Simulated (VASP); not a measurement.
Level of theory: PBE GGA, VASP's PBE PAW potentials (set 64) (plane waves; VASP).

VASP ran on this input.

**POSCAR**
```
B
1.0
  2.5099390000   0.0000000000   0.0000000000
 -1.2549690000   2.1736710000   0.0000000000
  0.0000000000   0.0000000000  14.8499800000
B
2
Cart
  1.2549709216   0.7245562754   7.8499815776
 -0.0000009216   1.4491147246   6.9999984224
```

INCAR:
```
SYSTEM  =  B
PREC  =  Accurate; ENCUT  =  400; LREAL  =  .FALSE.
LASPH  =  .TRUE.
EDIFF  =  1E-6; NELM  =  100; ALGO  =  Normal
ISMEAR  =  0; SIGMA  =  0.272
GGA  =  PE
ISIF  =  2
LWAVE  =  .FALSE.; LCHARG  =  .FALSE.
```

### KPOINTS
```
Automatic mesh
0
Gamma
4 4 1
0 0 0
```

POTCAR, in this order: B (PBE.64 set). Program: vasp_std.

The run wrote:

OSZICAR:
```
       N       E                     dE             d eps       ncg     rms          rms(c)
DAV:   1     0.155457371510E+02    0.15546E+02   -0.20774E+03    56   0.486E+02
DAV:   2    -0.991970757117E+01   -0.25465E+02   -0.24248E+02    98   0.839E+01
DAV:   3    -0.108048966167E+02   -0.88519E+00   -0.88516E+00    56   0.221E+01
DAV:   4    -0.108145211363E+02   -0.96245E-02   -0.96243E-02   105   0.230E+00
DAV:   5    -0.108145222701E+02   -0.11339E-05   -0.11341E-05    70   0.304E-02    0.539E+00
DAV:   6    -0.942583455189E+01    0.13887E+01   -0.15689E+00    84   0.715E+00    0.183E+00
DAV:   7    -0.923047551666E+01    0.19536E+00   -0.41235E-01    84   0.357E+00    0.657E-01
DAV:   8    -0.920783451152E+01    0.22641E-01   -0.10309E-01    77   0.173E+00    0.560E-01
DAV:   9    -0.920072566053E+01    0.71089E-02   -0.49373E-02    70   0.123E+00    0.214E-01
DAV:  10    -0.919603288592E+01    0.46928E-02   -0.64724E-03    70   0.432E-01    0.843E-02
DAV:  11    -0.919513231980E+01    0.90057E-03   -0.52054E-03    70   0.328E-01    0.606E-02
DAV:  12    -0.919562693612E+01   -0.49462E-03   -0.25586E-03    63   0.270E-01    0.931E-02
DAV:  13    -0.919547627321E+01    0.15066E-03   -0.51206E-04    77   0.124E-01    0.257E-02
DAV:  14    -0.919621687991E+01   -0.74061E-03   -0.57026E-04    63   0.122E-01    0.308E-02
DAV:  15    -0.919636785326E+01   -0.15097E-03   -0.14015E-04    70   0.647E-02    0.278E-03
DAV:  16    -0.919643776993E+01   -0.69917E-04   -0.99268E-06    63   0.175E-02    0.123E-03
DAV:  17    -0.919645255537E+01   -0.14785E-04   -0.15781E-06    63   0.503E-03    0.551E-04
DAV:  18    -0.919645529400E+01   -0.27386E-05   -0.22949E-07    63   0.175E-03    0.246E-04
DAV:  19    -0.919645562293E+01   -0.32893E-06   -0.28548E-08    70   0.684E-04
   1 F= -.91964556E+01 E0= -.91560547E+01  d E =-.808019E-01
```

**OUTCAR**
```
------------------------ aborting loop because EDIFF is reached ----------------------------------------
  FORCE on cell =-STRESS in cart. coord.  units (eV):
  Direction    XX          YY          ZZ          XY          YZ          ZX
  --------------------------------------------------------------------------------------
  Total        2.8451682      2.8451683     -1.3506914      0.0000007      0.0000000     -0.0000000
  in kB       56.2646574     56.2646607    -26.7106139      0.0000129      0.0000000     -0.0000000
  external PRESSURE =      28.6062347 kB  Pullay stress =       0.0000000 kB
  volume of cell :       81.02
      direct lattice vectors                 reciprocal lattice vectors
     2.509939000  0.000000000  0.000000000     0.398416057  0.230025519  0.000000000
    -1.254969000  2.173671000  0.000000000     0.000000000  0.460051222  0.000000000
     0.000000000  0.000000000 14.849980000     0.000000000  0.000000000  0.067340158
 POSITION                                       TOTAL-FORCE (eV/Angst)
 -----------------------------------------------------------------------------------
      1.25497      0.72456      7.84998        -0.000000      0.000000     -1.579177
     -0.00000      1.44911      7.00000         0.000000     -0.000000      1.579177
 -----------------------------------------------------------------------------------
    total drift:                               -0.000000     -0.000000      0.000000
  FREE ENERGIE OF THE ION-ELECTRON SYSTEM (eV)
  ---------------------------------------------------
  free  energy   TOTEN  =        -9.1964556229 eV

  energy  without entropy=       -9.1156537570  energy(sigma->0) =       -9.15605469
```
(Selected blocks of OUTCAR.)

At this cut-off the stress carries a Pulay error, which pulls relaxed volumes low. The cell holds a wide vacuum, so values per volume refer to the whole cell.

The cell is a sheet with vacuum, built from a generated structure.
